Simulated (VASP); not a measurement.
Computed with PBE GGA, VASP's PBE PAW potentials (set 64) (plane waves; VASP).

VASP ran on this input.

File KPOINTS:
```
Automatic mesh
0
G
6 6 6
```

**INCAR**
```
SYSTEM = CsSnI3
PREC = Accurate
ENCUT = 500
EDIFF = 1E-6
NELM = 100
ALGO = Normal
LREAL = .FALSE.
LASPH = .TRUE.
ISMEAR = 1
SIGMA = 0.1
GGA = PE
LMAXMIX = 4
LWAVE = .FALSE.
LCHARG = .FALSE.
IBRION = 2
ISIF = 3
NSW = 40
EDIFFG = -0.02
PSTRESS = 300
```

File POSCAR:
```
CsSnI3
1
    5.2349532726     0.0000000000    -0.0000000000
   -0.0000000000     5.2349532726     0.0000000000
    0.0000000000    -0.0000000000     5.2349532726
Cs Sn I
1 1 3
Direct
  0.0000000000   0.0000000000   0.0000000000
  0.5000000000   0.5000000000   0.5000000000
  0.5000000000   0.0000000000   0.5000000000
  0.0000000000   0.5000000000   0.5000000000
  0.5000000000   0.5000000000   0.0000000000
```

POTCAR, in this order: Cs_sv Sn_d I (PBE.64 set). Program: vasp_std.

Output of the run:

**OUTCAR**
```
 ion  position               nearest neighbor table
   1  0.000  0.000  0.000-
   2  0.500  0.500  0.500-   3 2.62   4 2.62   5 2.62   5 2.62   3 2.62   4 2.62
   3  0.500  0.000  0.500-   2 2.62   2 2.62
   4  0.000  0.500  0.500-   2 2.62   2 2.62
   5  0.500  0.500  0.000-   2 2.62   2 2.62
  LATTYP: Found a simple cubic cell.
 ALAT       =     5.2349532726
 Subroutine PRICEL returns:
 Original cell was already a primitive cell.
 Subroutine GETGRP returns: Found 48 space group operations
The static configuration has the point symmetry O_h .
The dynamic configuration has the point symmetry O_h .
 Subroutine INISYM returns: Found 48 space group operations
 Subroutine IBZKPT returns following result:
 Found     20 irreducible k-points:

 Following reciprocal coordinates:
            Coordinates               Weight
  0.000000  0.000000  0.000000      1.000000
  0.166667  0.000000  0.000000      6.000000
  0.333333  0.000000  0.000000      6.000000
  0.500000  0.000000  0.000000      3.000000
  0.166667  0.166667  0.000000     12.000000
  0.333333  0.166667  0.000000     24.000000
  0.500000  0.166667  0.000000     12.000000
  0.333333  0.333333  0.000000     12.000000
  0.500000  0.333333  0.000000     12.000000
  0.500000  0.500000  0.000000      3.000000
  0.166667  0.166667  0.166667      8.000000
  0.333333  0.166667  0.166667     24.000000
  0.500000  0.166667  0.166667     12.000000
  0.333333  0.333333  0.166667     24.000000
  0.500000  0.333333  0.166667     24.000000
  0.500000  0.500000  0.166667      6.000000
  0.333333  0.333333  0.333333      8.000000
  0.500000  0.333333  0.333333     12.000000
  0.500000  0.500000  0.333333      6.000000
  0.500000  0.500000  0.500000      1.000000
   k-points           NKPTS =     20   k-points in BZ     NKDIM =     20   number of bands    NBANDS=     26
...
```

### OSZICAR
```
       N       E                     dE             d eps       ncg     rms          rms(c)
DAV:   1     0.409979494785E+03    0.40998E+03   -0.19255E+04  1040   0.172E+03
DAV:   2     0.569203289285E+02   -0.35306E+03   -0.34478E+03  1092   0.391E+02
DAV:   3    -0.525322846544E+01   -0.62174E+02   -0.59378E+02  1314   0.144E+02
DAV:   4    -0.815636934514E+01   -0.29031E+01   -0.28978E+01  1196   0.336E+01
DAV:   5    -0.824048069634E+01   -0.84111E-01   -0.84025E-01  1654   0.637E+00    0.144E+01
DAV:   6    -0.816966339940E+01    0.70817E-01   -0.78771E-02  1310   0.167E+00    0.890E+00
DAV:   7    -0.815242393565E+01    0.17239E-01   -0.13156E-01  1330   0.176E+00    0.635E-01
DAV:   8    -0.815130449133E+01    0.11194E-02   -0.19639E-02  1250   0.759E-01    0.250E-01
DAV:   9    -0.815150104322E+01   -0.19655E-03   -0.11252E-03  1520   0.219E-01    0.279E-02
DAV:  10    -0.815151541655E+01   -0.14373E-04   -0.42342E-05  1390   0.396E-02    0.195E-02
DAV:  11    -0.815152410044E+01   -0.86839E-05   -0.17538E-05  1230   0.278E-02    0.601E-03
DAV:  12    -0.815152455488E+01   -0.45443E-06   -0.59787E-07   960   0.439E-03
   1 F= 0.18711141E+02 E0= 0.18710717E+02  d E =0.187111E+02
```

**OUTCAR**
```
------------------------ aborting loop because EDIFF is reached ----------------------------------------
  FORCE on cell =-STRESS in cart. coord.  units (eV):
  Direction    XX          YY          ZZ          XY          YZ          ZX
  --------------------------------------------------------------------------------------
  Total       26.9391857     26.9391857     26.9391857      0.0000000      0.0000000     -0.0000000
  in kB      300.8545731    300.8545731    300.8545731      0.0000000      0.0000000     -0.0000000
  external PRESSURE =       0.8545731 kB  Pullay stress =     300.0000000 kB
  volume of cell :      143.46
      direct lattice vectors                 reciprocal lattice vectors
     5.234953273  0.000000000  0.000000000     0.191023673  0.000000000  0.000000000
     0.000000000  5.234953273  0.000000000     0.000000000  0.191023673  0.000000000
     0.000000000  0.000000000  5.234953273     0.000000000  0.000000000  0.191023673
 POSITION                                       TOTAL-FORCE (eV/Angst)
 -----------------------------------------------------------------------------------
      0.00000      0.00000      0.00000         0.000000      0.000000      0.000000
      2.61748      2.61748      2.61748         0.000000      0.000000      0.000000
      2.61748      0.00000      2.61748         0.000000      0.000000      0.000000
      0.00000      2.61748      2.61748         0.000000      0.000000      0.000000
      2.61748      2.61748      0.00000         0.000000      0.000000      0.000000
 -----------------------------------------------------------------------------------
    total drift:                                0.000000      0.000000     -0.000000
  FREE ENERGIE OF THE ION-ELECTRON SYSTEM (eV)
  ---------------------------------------------------
  free  energy   TOTEN  =        -8.1515245549 eV

  energy  without entropy=       -8.1527955541  energy(sigma->0) =       -8.15194822
  enthalpy is  TOTEN    =        18.7111407378 eV   P V=       26.8626652927

 reached required accuracy - stopping structural energy minimisation
```
(Selected blocks of OUTCAR.)

The compound is CsSnI3 in the cubic perovskite structure, the ideal cubic form; the compound distorts at low or room temperature. It was relaxed first under an external pressure of 30 GPa.
